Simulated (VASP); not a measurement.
A convergence study with VASP on SiC (wurtzite): one setting is varied, all else stays as given below, so the limit is that of these other settings.

```
CELL_PARAMETERS angstrom
      1.54000    -2.66736     0.00000
      1.54000     2.66736     0.00000
      0.00000     0.00000     5.05000
ATOMIC_POSITIONS crystal
  Si 0.66667 0.33333 0.50000
  Si 0.33333 0.66667 0.00000
  C  0.66667 0.33333 0.87500
  C  0.33333 0.66667 0.37500
```

Method: PBEsol GGA, VASP's PBE PAW potentials (set 64) (plane waves; VASP). The tightest run used: 700 eV cut-off, 11×11×6 Monkhorst-Pack mesh, Gaussian smearing of 0.050 eV, potentials Si C.

Question: The settings run are 1×1×1 mesh; 2×2×1 mesh; 3×3×2 mesh; 4×4×2 mesh; 5×5×3 mesh; 6×6×3 mesh; 7×7×4 mesh; 8×8×4 mesh; 9×9×5 mesh; 10×10×6 mesh; 11×11×6 mesh. From which on does the stress (every component) stay within 0.1 GPa of the tightest run?

Answer: From 7×7×4 mesh on: it is off by 0.03 there and by no more than 0.1 in any finer run, while 6×6×3 mesh is off by 0.16.
```
setting       E (eV/atom)  pressure (GPa)  irreducible k-points  difference judged (GPa)
------------  -----------  --------------  --------------------  -----------------------
1×1×1 mesh        -2.8816           22.02                     1                    33.77
2×2×1 mesh        -8.1777           -0.24                     2                     9.62
3×3×2 mesh        -7.8161            0.25                     3                     3.86
4×4×2 mesh        -7.9675           -0.67                     6                     0.64
5×5×3 mesh        -7.9462           -0.49                    10                     0.14
6×6×3 mesh        -7.9567           -0.51                    24                     0.16
7×7×4 mesh        -7.9563           -0.52                    16                     0.03
8×8×4 mesh        -7.9574           -0.52                    40                     0.01
9×9×5 mesh        -7.9573           -0.52                    36                     0.00
10×10×6 mesh      -7.9574           -0.52                    90                     0.00
11×11×6 mesh      -7.9574           -0.52                    48                     0.00
```

Left out are rungs that failed or repeat a setting and relaxations that didn't move; long series are thinned to 24 rows.

The compound is SiC in the wurtzite structure, the rare 2H polytype. The cell was not relaxed at this level.
